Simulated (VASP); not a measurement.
# CSbHSeO: harmonic vibrations of a molecule

CSbHSeO, molecule in box, 5 atoms in the cell. PBE, harmonic vibrations; PAW potentials O, C, Se, Sb, H (PBE set).

## Input

INCAR.step1:
```
SYSTEM = SbHCSeO
PREC = Accurate
ENCUT = 400
EDIFF = 1E-8
ISMEAR = 0
SIGMA = 0.01
ISYM = 0
LREAL = .False.
LASPH = .True.
NELM = 100
ALGO = Normal
LWAVE = .False.
LCHARG = .False.
IBRION = 2
NSW = 60
ISIF = 2
EDIFFG = -0.002
POTIM = 0.5
```

INCAR.step2, as INCAR.step1 but for:
```
- IBRION = 2
- NSW = 60
- ISIF = 2
- EDIFFG = -0.002
- POTIM = 0.5
+ IBRION = 5
+ NFREE = 2
+ POTIM = 0.015
+ NSW = 1
```

KPOINTS:
```
k-points
0
Gamma
  1 1 1
```

POSCAR.step1:
```
SbHCSeO
1.0
   12.0000000000      0.0000000000      0.0000000000
    0.0000000000     13.0000000000      0.0000000000
    0.0000000000      0.0000000000     11.0000000000
O C Se Sb H
1 1 1 1 1
Direct
    0.6059458300      0.3811346200      0.5900727300
    0.5435125000      0.4469115400      0.5628545500
    0.3962208300      0.4568500000      0.4977090900
    0.5202791700      0.6148961500      0.5557545500
    0.5836791700      0.6220961500      0.4161090900
```

Commands (each step's output is kept before the next begins):
```
cat potpaw_PBE.64/O/POTCAR potpaw_PBE.64/C/POTCAR potpaw_PBE.64/Se/POTCAR potpaw_PBE.64/Sb/POTCAR potpaw_PBE.64/H/POTCAR > POTCAR
cp INCAR.step1 INCAR
cp POSCAR.step1 POSCAR
mpirun -np 4 vasp_gam > vasp.out
cp CONTCAR POSCAR
cp INCAR.step2 INCAR
mpirun -np 4 vasp_gam > vasp.out
```

## Result

- Vibrations (cm⁻¹; a negative value is imaginary): 1850, 1779, 582, 541, 494, 434, 328, 228, 215
- Zero-point energy (eV): 0.400
- Translations and rotations, which should read zero (cm⁻¹): -4, -4, -1, 5, 9, 17
- Vibrational entropy at 298 K (meV/K): 0.335
- Displaced cells: 30
- Ionic steps, all stages: 75
- Electronic steps, all stages: 1092

VASP 6.6.1 took 1097 s on 4 cores (Intel Xeon Platinum 8559C (Emerald Rapids)), a shared host.
